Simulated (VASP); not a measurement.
Here is the system:

```
Zr
1.0
    1.60012    -2.77148     0.00000
    1.60012     2.77148     0.00000
    0.00000     0.00000     5.15616
Zr
2
Direct
  0.33333   0.66667   0.25000
  0.66667   0.33333   0.75000
```

Computed with rev-vdW-DF2, VASP's PBE PAW potentials (set 64) (plane waves; VASP). Numerical set-up: 520 eV cut-off, 15×15×8 Γ-centred mesh, tetrahedra with Blöchl corrections, potentials Zr_sv.

Task: Predict the energy per atom (σ→0), band gap (on the k-mesh) with the smallest direct gap where there is one.

Result: 
```yaml
band gap (on the k-mesh): none (metal, semimetal or under 0.01 eV)
energy per atom (σ→0): -6.244 eV/atom
```

Total energies compare only between runs with the same potentials, cut-off and functional.

The compound is Zr in the hcp structure. It was relaxed first.
